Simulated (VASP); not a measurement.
Level of theory: TPSS meta-GGA, VASP's PBE PAW potentials (set 64) (plane waves; VASP).

A VASP calculation is set up with these files.

**POSCAR**
```
ZnS
3.837460
  0.0000000000   0.7071068381   0.7071068381
  0.7071068381   0.0000000000   0.7071068381
  0.7071068381   0.7071068381   0.0000000000
Zn S
1 1
direct
  0.0000000000   0.0000000000   0.0000000000
  0.2500000000   0.2500000000   0.2500000000
```

### KPOINTS_OPT
```
k-points along high-symmetry lines
10
Line-mode
Reciprocal
  0.000000   0.000000   0.000000 ! GAMMA
 -0.500000  -0.500000   0.000000 ! X

 -0.500000  -0.500000   0.000000 ! X
 -0.375000  -0.375000   0.250000 ! U

 -0.375000   0.000000   0.375000 ! K
  0.000000   0.000000   0.000000 ! GAMMA

  0.000000   0.000000   0.000000 ! GAMMA
  0.000000   0.000000   0.500000 ! L

  0.000000   0.000000   0.500000 ! L
 -0.500000  -0.250000   0.250000 ! W

 -0.500000  -0.250000   0.250000 ! W
 -0.500000  -0.500000   0.000000 ! X
```

### INCAR
```
SYSTEM=ZnS
PREC=Accurate; ENCUT=520; LREAL=.False.
LASPH=.True.
EDIFF=1E-7; NELM=100; ALGO=Normal
LMAXMIX=4; LMIXTAU=.True.
ISMEAR=-5
METAGGA=TPSS
ISIF=2
LWAVE=.False.; LCHARG=.False.; LORBIT=11
NEDOS=601
```

**KPOINTS**
```
Automatic mesh
0
Gamma
9 9 9
0 0 0
```

POTCAR, in this order: Zn S (PBE.64 set). Program: vasp_std.

The run wrote:

File OSZICAR:
```
       N       E                     dE             d eps       ncg     rms          rms(c)
DAV:   1     0.745887025004E+02    0.74589E+02   -0.96756E+03   910   0.173E+03
DAV:   2    -0.154283918920E+02   -0.90017E+02   -0.86474E+02   955   0.288E+02
DAV:   3    -0.212710907522E+02   -0.58427E+01   -0.58137E+01  1170   0.753E+01
DAV:   4    -0.213440284746E+02   -0.72938E-01   -0.72911E-01  1035   0.886E+00
DAV:   5    -0.213450774177E+02   -0.10489E-02   -0.10489E-02  1115   0.108E+00    0.799E+00
DAV:   6    -0.199048547373E+02    0.14402E+01   -0.47068E+00  1030   0.511E+01    0.421E+00
DAV:   7    -0.198701649384E+02    0.34690E-01   -0.68256E-01  1264   0.102E+01    0.283E+00
DAV:   8    -0.198852091084E+02   -0.15044E-01   -0.30011E-01   920   0.990E+00    0.137E+00
DAV:   9    -0.199257885667E+02   -0.40579E-01   -0.28897E+03   910   0.794E+04    0.644E-01
DAV:  10    -0.199335333831E+02   -0.77448E-02   -0.34937E-01   910   0.867E+00    0.268E-01
DAV:  11    -0.199396801496E+02   -0.61468E-02   -0.67714E-03  1073   0.110E+00    0.150E-01
DAV:  12    -0.199350857425E+02    0.45944E-02   -0.23176E-03   933   0.109E+00    0.116E-01
DAV:  13    -0.199389305259E+02   -0.38448E-02   -0.39552E-03   918   0.105E+00    0.455E-02
DAV:  14    -0.199398210894E+02   -0.89056E-03   -0.44573E-04  1015   0.278E-01    0.186E-02
DAV:  15    -0.199398604763E+02   -0.39387E-04   -0.63751E-05  1255   0.122E-01    0.310E-02
DAV:  16    -0.199399165845E+02   -0.56108E-04   -0.70149E-05   910   0.943E-02    0.256E-02
DAV:  17    -0.199399221567E+02   -0.55722E-05   -0.12104E-05  1050   0.527E-02    0.232E-02
DAV:  18    -0.199399230748E+02   -0.91815E-06   -0.68194E-06   940   0.268E-02    0.102E-02
DAV:  19    -0.199399252237E+02   -0.21488E-05   -0.65563E-07  1000   0.121E-02    0.485E-03
DAV:  20    -0.199399252782E+02   -0.54576E-07   -0.85393E-08   670   0.368E-03
   1 F= -.19939925E+02 E0= -.19939925E+02  d E =0.000000E+00
       N       E                     dE             ncg
       N       E                     dE             ncg
```

OUTCAR:
```
------------------------ aborting loop because EDIFF is reached ----------------------------------------
  FORCE on cell =-STRESS in cart. coord.  units (eV):
  Direction    XX          YY          ZZ          XY          YZ          ZX
  --------------------------------------------------------------------------------------
  Total        0.0218031      0.0218031      0.0218031      0.0000000      0.0000000     -0.0000000
  in kB        0.8742039      0.8742039      0.8742039      0.0000000      0.0000000     -0.0000000
  external PRESSURE =       0.8742039 kB  Pullay stress =       0.0000000 kB
  volume of cell :       39.96
      direct lattice vectors                 reciprocal lattice vectors
     0.000000000  2.713494207  2.713494207    -0.184264259  0.184264259  0.184264259
     2.713494207  0.000000000  2.713494207     0.184264259 -0.184264259  0.184264259
     2.713494207  2.713494207  0.000000000     0.184264259  0.184264259 -0.184264259
  FREE ENERGIE OF THE ION-ELECTRON SYSTEM (eV)
  ---------------------------------------------------
  free  energy   TOTEN  =       -19.9399252782 eV

  energy  without entropy=      -19.9399252782  energy(sigma->0) =      -19.93992528

 total charge

# of ion       s       p       d       tot
------------------------------------------
    1        0.503   0.465   9.836  10.804
    2        1.305   2.446   0.000   3.751
--------------------------------------------------
tot          1.809   2.911   9.836  14.556
```
(Selected blocks of OUTCAR.)

The compound is ZnS in the zinc blende structure. It was relaxed first.
